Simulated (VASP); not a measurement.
These are optB86b-vdW, VASP's PBE PAW potentials (set 64) (plane waves; VASP) values and carry that method's errors.

The input files of a VASP run:

**KPOINTS**
```
Automatic mesh
0
gamma
  7 7 7
```

INCAR:
```
SYSTEM = PbF2
PREC = Accurate; ENCUT = 520; LREAL = .FALSE.
LASPH = .TRUE.
EDIFF = 1E-7; NELM = 100; ALGO = Normal
LMAXMIX = 4
ISMEAR = 0; SIGMA = 0.05
GGA = MK; LUSE_VDW = .TRUE.; AGGAC = 0.0
PARAM1 = 0.1234; PARAM2 = 1.0
ISIF = 2
LWAVE = .FALSE.; LCHARG = .FALSE.
```

**POSCAR**
```
PbF2
1
    0.0000000000     3.0233224492     3.0233224492
    3.0233224492     0.0000000000     3.0233224492
    3.0233224492     3.0233224492     0.0000000000
Pb F
1 2
Direct
  0.0000000000   0.0000000000   0.0000000000
  0.2500000000   0.2500000000   0.2500000000
  0.7500000000   0.7500000000   0.7500000000
```

POTCAR, in this order: Pb_d F (PBE.64 set). Program: vasp_std.

Output

### OUTCAR
```
 ion  position               nearest neighbor table
   1  0.000  0.000  0.000-   3 2.62   3 2.62   3 2.62   2 2.62   3 2.62   2 2.62   2 2.62   2 2.62
  LATTYP: Found a face centered cubic cell.
 ALAT       =     6.0466448984
 Subroutine PRICEL returns:
 Original cell was already a primitive cell.
 Subroutine GETGRP returns: Found 48 space group operations
The static configuration has the point symmetry O_h .
The dynamic configuration has the point symmetry O_h .
 Subroutine INISYM returns: Found 48 space group operations
 Subroutine IBZKPT returns following result:
 Found     20 irreducible k-points:

 Following reciprocal coordinates:
            Coordinates               Weight
  0.000000  0.000000  0.000000      1.000000
  0.142857  0.000000  0.000000      8.000000
  0.285714  0.000000  0.000000      8.000000
  0.428571  0.000000  0.000000      8.000000
  0.142857  0.142857  0.000000      6.000000
  0.285714  0.142857  0.000000     24.000000
  0.428571  0.142857  0.000000     24.000000
 -0.428571  0.142857  0.000000     24.000000
 -0.285714  0.142857  0.000000     24.000000
 -0.142857  0.142857  0.000000     12.000000
  0.285714  0.285714  0.000000      6.000000
  0.428571  0.285714  0.000000     24.000000
 -0.428571  0.285714  0.000000     24.000000
 -0.285714  0.285714  0.000000     12.000000
  0.428571  0.428571  0.000000      6.000000
 -0.428571  0.428571  0.000000     12.000000
  0.428571  0.285714  0.142857     24.000000
 -0.428571  0.285714  0.142857     48.000000
 -0.428571  0.428571  0.142857     24.000000
 -0.285714  0.428571  0.142857     24.000000
   k-points           NKPTS =     20   k-points in BZ     NKDIM =     20   number of bands    NBANDS=     18
   number of dos      NEDOS =    301   number of ions     NIONS =      3
   total plane-waves  NPLWV =  32768
   dimension x,y,z NGX =    32 NGY =   32 NGZ =   32
   dimension x,y,z NGXF=    64 NGYF=   64 NGZF=   64
   ions per type =               1   2
   PREC   = accura    normal or accurate (medium, high low for compatibility)
   ISTART =      0    job   : 0-new  1-cont  2-samecut
   ICHARG =      2    charge: 1-file 2-atom 10-const
   ISPIN  =      1    spin polarized calculation?
   LNONCOLLINEAR =      F non collinear calculations
   LSORBIT =      F    spin-orbit coupling
   INIWAV =      1    electr: 0-lowe 1-rand  2-diag
   ENCUT  =  520.0 eV  38.22 Ry    6.18 a.u.   7.95  7.95  7.95*2*pi/ulx,y,z
   NELM   =    100;   NELMIN=  2; NELMDL= -5     # of ELM steps
   EDIFF  = 0.1E-06   stopping-criterion for ELM
   LREAL  =      F    real-space projection
   NLSPLINE    = F    spline interpolate recip. space projectors
   LMAXMIX     =    4 max onsite mixed and CHGCAR
   VOSKOWN=      0    Vosko Wilk Nusair interpolation
   EDIFFG = 0.1E-05   stopping-criterion for IOM
   NSW    =      0    number of steps for IOM
   NBLOCK =      1;   KBLOCK =      1    inner block; outer block
   IBRION =     -1    ionic relax: 0-MD 1-quasi-New 2-CG
   NFREE  =      0    steps in history (QN), initial steepest desc. (CG)
   ISIF   =      2    stress and relaxation
   ISYM   =      2    0-nonsym 1-usesym 2-fastsym
   TEIN   =    0.0    initial temperature
   TEBEG  =    0.0;   TEEND  =   0.0 temperature during run
   SMASS  =  -3.00    Nose mass-parameter (am)
   PSTRESS=    0.0 pullay stress
   NELECT =      28.0000    total number of electrons
   EFERMI =   0.00;   METHOD = LEGACY
   ISMEAR =     0;   SIGMA  =   0.05  broadening in eV -4-tet -1-fermi 0-gaus
   IALGO  =     38    algorithm
   LDIAG  =      T    sub-space diagonalisation (order eigenvalues)
   IMIX   =      4    mixing-type and parameters
     AMIX     =   0.40;   BMIX     =  1.00
     AMIX_MAG =   1.60;   BMIX_MAG =  1.00
     AMIN     =   0.10
...
```

**OSZICAR**
```
       N       E                     dE             d eps       ncg     rms          rms(c)
DAV:   1     0.306089876695E+03    0.30609E+03   -0.14952E+04   720   0.172E+03
DAV:   2     0.204253973010E+02   -0.28566E+03   -0.27461E+03   804   0.444E+02
DAV:   3    -0.845241633111E+01   -0.28878E+02   -0.28391E+02   850   0.155E+02
DAV:   4    -0.940732785338E+01   -0.95491E+00   -0.95362E+00   784   0.290E+01
DAV:   5    -0.943476492217E+01   -0.27437E-01   -0.27436E-01   822   0.513E+00    0.798E+00
DAV:   6    -0.743962579845E+01    0.19951E+01   -0.10754E+01   924   0.268E+01    0.285E+00
DAV:   7    -0.742066379885E+01    0.18962E-01   -0.49937E-01   726   0.477E+00    0.158E+00
DAV:   8    -0.740780067953E+01    0.12863E-01   -0.11744E-01   726   0.400E+00    0.485E-01
DAV:   9    -0.740548348337E+01    0.23172E-02   -0.21590E-02   802   0.108E+00    0.106E-01
DAV:  10    -0.740630077048E+01   -0.81729E-03   -0.18582E-03   724   0.547E-01    0.340E-02
DAV:  11    -0.740626023162E+01    0.40539E-04   -0.15026E-04   800   0.143E-01    0.173E-02
DAV:  12    -0.740626297658E+01   -0.27450E-05   -0.88754E-05   876   0.101E-01    0.115E-02
DAV:  13    -0.740626081336E+01    0.21632E-05   -0.24877E-05   902   0.517E-02    0.318E-03
DAV:  14    -0.740626068754E+01    0.12583E-06   -0.13511E-06   786   0.879E-03    0.632E-04
DAV:  15    -0.740626071915E+01   -0.31614E-07   -0.32284E-08   384   0.168E-03
   1 F= -.74062607E+01 E0= -.74062607E+01  d E =-.260388E-18
```

**OUTCAR**
```
------------------------ aborting loop because EDIFF is reached ----------------------------------------
  FORCE on cell =-STRESS in cart. coord.  units (eV):
  Direction    XX          YY          ZZ          XY          YZ          ZX
  --------------------------------------------------------------------------------------
  Total       -1.2825873     -1.2825873     -1.2825873      0.0000000      0.0000000     -0.0000000
  in kB      -37.1804057    -37.1804057    -37.1804057      0.0000000      0.0000000     -0.0000000
  external PRESSURE =     -37.1804057 kB  Pullay stress =       0.0000000 kB
  volume of cell :       55.27
      direct lattice vectors                 reciprocal lattice vectors
     0.000000000  3.023322449  3.023322449    -0.165380970  0.165380970  0.165380970
     3.023322449  0.000000000  3.023322449     0.165380970 -0.165380970  0.165380970
     3.023322449  3.023322449  0.000000000     0.165380970  0.165380970 -0.165380970
 POSITION                                       TOTAL-FORCE (eV/Angst)
 -----------------------------------------------------------------------------------
      0.00000      0.00000      0.00000        -0.000000     -0.000000     -0.000000
      1.51166      1.51166      1.51166        -0.000000      0.000000      0.000000
      4.53498      4.53498      4.53498         0.000000     -0.000000     -0.000000
 -----------------------------------------------------------------------------------
    total drift:                                0.000000     -0.000000      0.000000
  FREE ENERGIE OF THE ION-ELECTRON SYSTEM (eV)
  ---------------------------------------------------
  free  energy   TOTEN  =        -7.4062607192 eV

  energy  without entropy=       -7.4062607192  energy(sigma->0) =       -7.40626072
```
(Selected blocks of OUTCAR.)

OUTCAR:
```
 val. band max:        0.9940584419   @ k =  -0.4286   0.1429   0.0000

 cond. band min:       5.4534258706   @ k =   0.4286   0.4286   0.0000


 Fermi energy:         1.2988400609

 k-point     1 :       0.0000    0.0000    0.0000
  band No.  band energies     occupation
      1     -19.4913      2.00000
      2     -18.9605      2.00000
      3     -13.3034      2.00000
      4     -13.3034      2.00000
      5     -13.3034      2.00000
      6     -13.2688      2.00000
      7     -13.2688      2.00000
      8      -3.6474      2.00000
      9      -1.0746      2.00000
     10      -1.0746      2.00000
     11      -1.0746      2.00000
     12      -0.5992      2.00000
     13      -0.5992      2.00000
     14      -0.5992      2.00000
     15       7.6682      0.00000
     16       7.6682      0.00000
     17       7.6682      0.00000
     18      11.3073      0.00000

 k-point     2 :       0.1429    0.0000    0.0000
  band No.  band energies     occupation
      1     -19.4582      2.00000
      2     -18.9902      2.00000
      3     -13.2977      2.00000
      4     -13.2977      2.00000
      5     -13.2712      2.00000
      6     -13.2684      2.00000
      7     -13.2684      2.00000
      8      -3.8914      2.00000
      9      -1.2147      2.00000
     10      -1.1073      2.00000
     11      -1.1073      2.00000
     12      -0.6307      2.00000
     13      -0.6307      2.00000
     14      -0.1881      2.00000
     15       7.0415      0.00000
     16       7.8144      0.00000
     17       7.8144      0.00000
     18      12.3761      0.00000

 k-point     3 :       0.2857    0.0000    0.0000
  band No.  band energies     occupation
      1     -19.3738      2.00000
      2     -19.0655      2.00000
      3     -13.2929      2.00000
      4     -13.2929      2.00000
      5     -13.2589      2.00000
      6     -13.2589      2.00000
      7     -13.2010      2.00000
      8      -4.3309      2.00000
      9      -1.4037      2.00000
...
```

Unless said otherwise, spin-orbit coupling is left out, though it shifts the bands of the heavy elements here.

The compound is PbF2 in the fluorite structure, the β form. This cell is one point of a volume scan, at 1.06 of the reference volume.
